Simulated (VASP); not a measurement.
# GW on C (Diamond), part 5 of 5

How does the gap of C (Diamond) change from the starting functional to GW? The cell has space group Fd-3m. The start is a cell from a database of measured crystal structures.

VASP 6.6.1, plane waves and PAW; the level of theory is named at each step.

So far, quasiparticle gap on the mesh (eV): step 4 (G0W0, functional PBE, start PBE, G0W0 on PBE) 5.34; step 8 (G0W0, functional HSE with 0.08 exact exchange, start HSE with 0.08 exact …) 5.48; step 11 (G0W0, functional HSE with 0.16 exact exchange, start HSE with 0.16 exact …) 5.61; step 14 (G0W0, functional HSE with 0.25 exact exchange, start HSE with 0.25 exact …) 5.76; step 17 (G0W0, functional HSE with 0.33 exact exchange, start HSE with 0.33 exact …) 5.89.

### 20. G0W0, functional HSE with 0.42 exact exchange, start HSE with 0.42 exact exchange

This step: G0W0 on HSE with 0.42 exact exchange; plane waves and PAW (C_GW) (VASP 6.6.1).

G0W0 keeps orbitals and screening fixed and shifts each of the lowest NBANDSGW levels once.

Input file INCAR:

```
SYSTEM = C
PREC = Accurate
ENCUT = 440
ISMEAR = 0
SIGMA = 0.01
LREAL = .FALSE.
LHFCALC = .TRUE.
AEXX = 0.42
GGA = PE
LASPH = .TRUE.
NBANDS = 40
PRECFOCK = Fast
HFSCREEN = 0.2
ALGO = EVGW0
NELMGW = 1
ENCUTGW = 120
NOMEGA = 64
NBANDSGW = 16
LWAVE = .FALSE.
LCHARG = .FALSE.
```

Input file POSCAR:

```
C
1.0
    0.0000000000      1.7833700000      1.7833700000
    1.7833700000      0.0000000000      1.7833700000
    1.7833700000      1.7833700000      0.0000000000
C
2
Direct
    0.7500000000      0.7500000000      0.7500000000
    0.5000000000      0.5000000000      0.5000000000
```

Input file KPOINTS:

```
Automatic mesh
0
Gamma
6 6 6
0 0 0
```

PAW data sets: C_GW (PBE family, release 64).

The run starts from files that an earlier step left in the folder.

The run is started by

```console
$ mpirun -np 8 vasp_std
```

What it wrote:

```text
[banner, memory and clock lines left out]
running    8 mpi-ranks, on    1 nodes
[...]
[... a notice as in an earlier step ...]

 [... a notice as in an earlier step ...]

 LDA part: xc-table for (Slater+PW92), standard interpolation
 found WAVECAR, reading the header
 POSCAR, INCAR and KPOINTS ok, starting setup
[...]
reading WAVECAR
 the WAVECAR file was read successfully
 initial charge from wavefunction
 available memory per node:     69.66 GB, setting MAXMEM to     71329

 The Fermi energy was updated, please check that it is located mid-gap
 values below the HOMO (VB) or above the LUMO (CB) will cause erroneous energies
 E-fermi :  11.7619

 calculate exact exchange contribution
 the WAVEDER file was read successfully
energies w=
    0.000    0.000    1.051    0.000    2.100    0.000    3.144    0.000
    4.181    0.000    5.210    0.000    6.228    0.000    7.234    0.000
    8.227    0.000    9.208    0.000   10.174    0.000   11.128    0.000
[...]
total number of BLAS operations         22.14 Gflops
NQ=  12   -0.3333    0.3333    0.0000,
|.........|.........|.........|.........|.........|.........|.........|.........
 performed       2489000 updates of chi_q(r,r)
 total number of BLAS operations         24.35 Gflops
NQ=  13    0.5000    0.5000    0.0000,
|.........|.........|.........|.........|.........|.........|.........|.........
 performed       2610000 updates of chi_q(r,r)
 total number of BLAS operations         25.90 Gflops
NQ=  14    0.5000    0.3333    0.1667,
|.........|.........|.........|.........|.........|.........|.........|.........
 performed       2928000 updates of chi_q(r,r)
 total number of BLAS operations         28.84 Gflops
NQ=  15   -0.3333    0.3333    0.1667,
|.........|.........|.........|.........|.........|.........|.........|.........
 performed       3225000 updates of chi_q(r,r)
 total number of BLAS operations         30.98 Gflops
NQ=  16   -0.3333    0.5000    0.1667,
|.........|.........|.........|.........|.........|.........|.........|.........
 performed       3465000 updates of chi_q(r,r)
 total number of BLAS operations         32.95 Gflops
 resolving degeneracies of screened two electron integrals

 calculate QP shifts <psi_nk| G(iteration)W_0 |psi_nk>: iteration 1
 entering main loop
```

It took 18 s on 8 MPI ranks of Intel Xeon Platinum 8488C (Sapphire Rapids), shared host; peak memory 1.6 GiB.

OUTCAR, selected parts (step 20):

```text
 QP shifts <psi_nk| G(iteration)W_0 |psi_nk>: iteration 1
 for sc-GW calculations column KS-energies equals QP-energies in previous step
 and V_xc(KS)=  KS-energies - (<T + V_ion + V_H > + <T+V_H+V_ion>^1  + <V_x>^1)
 k-point   1 :       0.0000    0.0000    0.0000
  band No.  KS-energies  QP-energies   sigma(KS)   V_xc(KS)     V^pw_x(r,r')   Z            occupation Imag(sigma)
      1     -16.2356     -14.6167     -17.2229     -19.2854     -25.4590       0.7849       2.0000       1.2149
      2       8.6705       9.0297     -17.3397     -17.7588     -19.3463       0.8572       2.0000       0.0503
      3       8.6705       9.0297     -17.3397     -17.7588     -19.3463       0.8572       2.0000       0.0503
      4       8.6705       9.0297     -17.3397     -17.7588     -19.3463       0.8572       2.0000       0.0503
      5      16.6702      17.0258     -13.5983     -14.0147      -9.1272       0.8538       0.0000      -0.0751
      6      16.6702      17.0258     -13.5983     -14.0147      -9.1272       0.8538       0.0000      -0.0751
      7      16.6702      17.0258     -13.5983     -14.0147      -9.1272       0.8538       0.0000      -0.0751
      8      25.3059      25.1221     -14.1079     -13.8818      -7.6162       0.8131       0.0000      -0.1562
    ...

[... 2 parts as in an earlier step ...]

[... 1 further part left out ...]
[key lines of the parts left out:]
E-fermi :  11.7619
```

GW takes the gap from 6.183 to 6.030 eV. That is +689 meV against G0W0 on PBE. The value holds for 40 bands, ENCUTGW = 120 eV and this mesh, and isn't shown to be converged in them.

### 21. Another starting point, functional HSE with 0.50 exact exchange

This step: HSE with 0.50 exact exchange; plane waves and PAW (C_GW) (VASP 6.6.1).

To see how much the result owes to its start, the ground state is made again with HSE with 0.50 exact exchange. A small SIGMA keeps every occupation at zero or full.

Input file INCAR:

```
SYSTEM = C
PREC = Accurate
ENCUT = 440
EDIFF = 1E-08
NELM = 100
ISMEAR = 0
SIGMA = 0.01
LREAL = .FALSE.
ALGO = Normal
LHFCALC = .TRUE.
AEXX = 0.5
GGA = PE
LASPH = .TRUE.
NBANDS = 10
PRECFOCK = Fast
LORBIT = 11
LWAVE = .TRUE.
LCHARG = .FALSE.
KPAR = 8
HFSCREEN = 0.2
```

POSCAR is that of step 20.

KPOINTS is that of step 20.

The run is started by

```console
$ mpirun -np 8 vasp_std
```

What it wrote:

```text
[... set-up lines as in an earlier step ...]
 entering main loop
       N       E                     dE             d eps       ncg     rms          rms(c)
DAV:   1    -0.240538210861E+02   -0.24054E+02   -0.11278E+00   426   0.129E+01    0.655E-01
DAV:   2    -0.240609946045E+02   -0.71735E-02   -0.12423E-02   360   0.944E-01    0.445E-01
DAV:   3    -0.240578825338E+02    0.31121E-02   -0.18869E-03   360   0.463E-01    0.253E-01
DAV:   4    -0.240569966164E+02    0.88592E-03   -0.80840E-04   430   0.338E-01    0.139E-01
[...]
DAV:  15    -0.240566662169E+02   -0.17794E-07   -0.11142E-09   160   0.331E-04    0.253E-04
DAV:  16    -0.240566662332E+02   -0.16306E-07   -0.28946E-10   160   0.174E-04    0.144E-04
DAV:  17    -0.240566662425E+02   -0.93025E-08   -0.10404E-10   160   0.106E-04
   1 F= -.24056666E+02 E0= -.24056666E+02  d E =-.178111E-57
 writing wavefunctions
```

Elapsed: 26 s, on 8 MPI ranks; peak memory 1.6 GiB; 3.2 min of CPU time.

OUTCAR, selected parts (step 21):

```text
 POSITION                                       TOTAL-FORCE (eV/Angst)
 -----------------------------------------------------------------------------------
      2.67505      2.67505      2.67505         0.000000      0.000000      0.000000
      1.78337      1.78337      1.78337         0.000000     -0.000000      0.000000
 -----------------------------------------------------------------------------------
    total drift:                               -0.000000     -0.000000     -0.000000

  FREE ENERGIE OF THE ION-ELECTRON SYSTEM (eV)
  ---------------------------------------------------
  free  energy   TOTEN  =       -24.0566662425 eV

  energy  without entropy=      -24.0566662425  energy(sigma->0) =      -24.05666624

[... 2 parts as in an earlier step ...]

[... 1 further part left out ...]
[key lines of the parts left out:]
E-fermi :   8.5600
```

### 22. Empty bands, functional HSE with 0.50 exact exchange

The next step needs empty bands that the ground-state run didn't converge, so the Hamiltonian is diagonalised exactly for NBANDS bands, in a single step. LOPTICS writes the k-derivatives of the orbitals (WAVEDER), which give the long-wavelength limit of the screening.

Input file INCAR:

```
SYSTEM = C
PREC = Accurate
ENCUT = 440
ISMEAR = 0
SIGMA = 0.01
LREAL = .FALSE.
LHFCALC = .TRUE.
AEXX = 0.5
GGA = PE
LASPH = .TRUE.
NBANDS = 40
PRECFOCK = Fast
HFSCREEN = 0.2
ALGO = Exact
NELM = 1
LWAVE = .TRUE.
LCHARG = .FALSE.
LOPTICS = .TRUE.
NEDOS = 1000
CSHIFT = 0.1
```

POSCAR is that of step 21.

KPOINTS is that of step 21.

The run starts from files that an earlier step left in the folder.

The run is started by

```console
$ mpirun -np 8 vasp_std
```

What it wrote:

```text
[... set-up lines as in an earlier step ...]
 entering main loop
       N       E                     dE             d eps       ncg     rms          rms(c)
DIA:   1    -0.240566662564E+02   -0.24057E+02    0.00000E+00     0   0.000E+00
   1 F= -.24056666E+02 E0= -.24056666E+02  d E =-.337025E-65
 writing wavefunctions
 optical routines
 imaginary and real dielectric function
 recalculating local potential from charge density
 direction            1
 direction            2
 direction            3
```

Wall time 71 s (8 MPI ranks); peak memory 1.7 GiB; 8.9 min of CPU time.

OUTCAR, selected parts (step 22):

```text
 POSITION                                       TOTAL-FORCE (eV/Angst)
 -----------------------------------------------------------------------------------
      2.67505      2.67505      2.67505         0.000000      0.000000     -0.000000
      1.78337      1.78337      1.78337        -0.000000     -0.000000      0.000000
 -----------------------------------------------------------------------------------
    total drift:                               -0.000000     -0.000000     -0.000000

  FREE ENERGIE OF THE ION-ELECTRON SYSTEM (eV)
  ---------------------------------------------------
  free  energy   TOTEN  =       -24.0566662564 eV

  energy  without entropy=      -24.0566662564  energy(sigma->0) =      -24.05666626

[... 2 parts as in an earlier step ...]

[... 1 further part left out ...]
[key lines of the parts left out:]
E-fermi :   8.5677
```

### 23. G0W0, functional HSE with 0.50 exact exchange, start HSE with 0.50 exact exchange

This step: G0W0 on HSE with 0.50 exact exchange; plane waves and PAW (C_GW) (VASP 6.6.1).

G0W0 keeps orbitals and screening fixed and shifts each of the lowest NBANDSGW levels once.

Input file INCAR:

```
SYSTEM = C
PREC = Accurate
ENCUT = 440
ISMEAR = 0
SIGMA = 0.01
LREAL = .FALSE.
LHFCALC = .TRUE.
AEXX = 0.5
GGA = PE
LASPH = .TRUE.
NBANDS = 40
PRECFOCK = Fast
HFSCREEN = 0.2
ALGO = EVGW0
NELMGW = 1
ENCUTGW = 120
NOMEGA = 64
NBANDSGW = 16
LWAVE = .FALSE.
LCHARG = .FALSE.
```

POSCAR is that of step 22.

KPOINTS is that of step 22.

The WAVECAR or CHGCAR of an earlier step is read.

The run is started by

```console
$ mpirun -np 8 vasp_std
```

What it wrote:

```text
[banner, memory and clock lines left out]
running    8 mpi-ranks, on    1 nodes
[...]
[... a notice as in an earlier step ...]

 [... a notice as in an earlier step ...]

 LDA part: xc-table for (Slater+PW92), standard interpolation
 found WAVECAR, reading the header
 POSCAR, INCAR and KPOINTS ok, starting setup
[...]
reading WAVECAR
 the WAVECAR file was read successfully
 initial charge from wavefunction
 available memory per node:     69.67 GB, setting MAXMEM to     71337

 The Fermi energy was updated, please check that it is located mid-gap
 values below the HOMO (VB) or above the LUMO (CB) will cause erroneous energies
 E-fermi :  11.7407

 calculate exact exchange contribution
 the WAVEDER file was read successfully
energies w=
    0.000    0.000    1.018    0.000    2.034    0.000    3.045    0.000
    4.049    0.000    5.045    0.000    6.030    0.000    7.005    0.000
    7.967    0.000    8.916    0.000    9.852    0.000   10.775    0.000
[...]
total number of BLAS operations         22.14 Gflops
NQ=  12   -0.3333    0.3333    0.0000,
|.........|.........|.........|.........|.........|.........|.........|.........
 performed       2489000 updates of chi_q(r,r)
 total number of BLAS operations         24.35 Gflops
NQ=  13    0.5000    0.5000    0.0000,
|.........|.........|.........|.........|.........|.........|.........|.........
 performed       2610000 updates of chi_q(r,r)
 total number of BLAS operations         25.90 Gflops
NQ=  14    0.5000    0.3333    0.1667,
|.........|.........|.........|.........|.........|.........|.........|.........
 performed       2928000 updates of chi_q(r,r)
 total number of BLAS operations         28.84 Gflops
NQ=  15   -0.3333    0.3333    0.1667,
|.........|.........|.........|.........|.........|.........|.........|.........
 performed       3225000 updates of chi_q(r,r)
 total number of BLAS operations         30.98 Gflops
NQ=  16   -0.3333    0.5000    0.1667,
|.........|.........|.........|.........|.........|.........|.........|.........
 performed       3465000 updates of chi_q(r,r)
 total number of BLAS operations         32.95 Gflops
 resolving degeneracies of screened two electron integrals

 calculate QP shifts <psi_nk| G(iteration)W_0 |psi_nk>: iteration 1
 entering main loop
```

Wall time 20 s (8 MPI ranks); peak memory 1.6 GiB.

OUTCAR, selected parts (step 23):

```text
 QP shifts <psi_nk| G(iteration)W_0 |psi_nk>: iteration 1
 for sc-GW calculations column KS-energies equals QP-energies in previous step
 and V_xc(KS)=  KS-energies - (<T + V_ion + V_H > + <T+V_H+V_ion>^1  + <V_x>^1)
 k-point   1 :       0.0000    0.0000    0.0000
  band No.  KS-energies  QP-energies   sigma(KS)   V_xc(KS)     V^pw_x(r,r')   Z            occupation Imag(sigma)
      1     -17.0973     -14.8564     -17.3118     -20.1442     -25.4649       0.7912       2.0000       1.1732
      2       8.4488       8.9603     -17.3673     -17.9611     -19.3734       0.8613       2.0000       0.0468
      3       8.4488       8.9603     -17.3673     -17.9611     -19.3734       0.8613       2.0000       0.0468
      4       8.4488       8.9603     -17.3673     -17.9611     -19.3734       0.8613       2.0000       0.0468
      5      16.9267      17.0969     -13.5313     -13.7294      -9.0944       0.8595       0.0000      -0.0711
      6      16.9267      17.0969     -13.5313     -13.7294      -9.0944       0.8595       0.0000      -0.0711
      7      16.9267      17.0969     -13.5313     -13.7294      -9.0944       0.8595       0.0000      -0.0711
      8      25.7288      25.2490     -13.9948     -13.4097      -7.5820       0.8201       0.0000      -0.1442
    ...

[... 2 parts as in an earlier step ...]

[... 1 further part left out ...]
[key lines of the parts left out:]
E-fermi :  11.7407
```

GW takes the gap from 6.584 to 6.155 eV. That is +814 meV against G0W0 on PBE. The value holds for 40 bands, ENCUTGW = 120 eV and this mesh, and isn't shown to be converged in them.

### 24. Summary

This step: GW series: G0W0 on PBE, G0W0 on HSE with 0.08 exact exchange, G0W0 on HSE with 0.16 exact exchange, G0W0 on HSE with 0.25 exact exchange, G0W0 on HSE with 0.33 exact exchange, G0W0 on HSE with 0.42 exact exchange, G0W0 on HSE with 0.50 exact exchange; plane waves and PAW (VASP 6.6.1).

This step runs nothing: it gathers the runs above.

G0W0 on a 6x6x6 mesh; cost is wall time times ranks on a shared host, with the step that makes the empty bands but not the self-consistent start. G0W0 series:

```
share of exact exchange  gap of the starting hybrid (eV)  quasiparticle gap (eV)  direct quasiparticle gap (eV)  cost (core minutes)
                      0                            4.154                   5.341                          7.216                 2.43
                   0.08                             4.53                   5.475                          7.372                11.87
                   0.16                            4.911                   5.609                          7.522                 10.8
                   0.25                            5.346                   5.757                           7.69                11.92
                   0.33                            5.737                   5.887                          7.835                14.53
                   0.42                            6.183                    6.03                          7.996                12.27
                    0.5                            6.584                   6.155                          8.137                12.13
```

### 25. Outcome

| Property | Result |
| --- | --- |
| G0W0 on PBE, 40 bands, ENCUTGW 120 eV, NOMEGA 64, mesh 6×6×6 | 4.154 → 5.341 eV |
| G0W0 on HSE with 0.08 exact exchange, 40 bands, ENCUTGW 120 eV, NOMEGA 64, mesh 6×6×6 | 4.530 → 5.475 eV |
| G0W0 on HSE with 0.16 exact exchange, 40 bands, ENCUTGW 120 eV, NOMEGA 64, mesh 6×6×6 | 4.911 → 5.609 eV |
| G0W0 on HSE with 0.25 exact exchange, 40 bands, ENCUTGW 120 eV, NOMEGA 64, mesh 6×6×6 | 5.346 → 5.757 eV |
| G0W0 on HSE with 0.33 exact exchange, 40 bands, ENCUTGW 120 eV, NOMEGA 64, mesh 6×6×6 | 5.737 → 5.887 eV |
| G0W0 on HSE with 0.42 exact exchange, 40 bands, ENCUTGW 120 eV, NOMEGA 64, mesh 6×6×6 | 6.183 → 6.030 eV |
| G0W0 on HSE with 0.50 exact exchange, 40 bands, ENCUTGW 120 eV, NOMEGA 64, mesh 6×6×6 | 6.584 → 6.155 eV |

G0W0 gives a quasiparticle gap of 5.341 eV on the mesh, 1.19 eV over the PBE gap on the same mesh. On mesh and path the starting valence top lies at Γ and the conduction bottom at (0.364, 0, 0.364), so the starting gap is indirect. The GW mesh misses an edge: at the starting level the gap along the path is 0.03 eV smaller, and with that offset the quasiparticle gap would be about 5.32 eV. One-shot gaps: 5.341 eV from PBE, 5.475 eV from HSE with 0.08 exact exchange, 5.609 eV from HSE with 0.16 exact exchange, 5.757 eV from HSE with 0.25 exact exchange, 5.887 eV from HSE with 0.33 exact exchange, 6.030 eV from HSE with 0.42 exact exchange and 6.155 eV from HSE with 0.50 exact exchange. The starting gaps span 2.43 eV and the one-shot gaps 0.81 eV. For each 0.1 of exact exchange the starting gap grows by 0.49 eV and the G0W0 gap by 0.16 eV (straight-line fits). The two lines cross at a share of 0.37, where G0W0 leaves the gap unchanged at these settings; a fuller basis would move that share. All hybrids screen the exact exchange as HSE06 does (HFSCREEN = 0.2) and differ in its share alone. Bands, response cutoff and mesh weren't tested for convergence. The given cell is kept, although it stands at -3.8 GPa at PBE and ENCUT = 440 eV, which holds the mismatch of the given cell with this functional and any basis-set error. Not tabulated here, as repeats of values shown or as unfit to read for their mesh, reference level or band range: eps2 curves (empty bands); eps1 curves and static values (empty bands); gaps (empty bands).

[Lines on the potential files, build, host, timing and source positions are cut from VASP's logs without a mark.]

[Logs are printed without paths, hosts, clocks, repeated set-up lines and the standing remarks that a program may print on its own settings, such as how far it seeks lower states.]

[Hosts, paths, dates, database ids (printed as entryN), source tags and the programs' standing remarks are cut or masked in the printed files.]

[Pressures printed for these runs are not shown converged in the cutoff: they can be off by several GPa and have the wrong sign.]
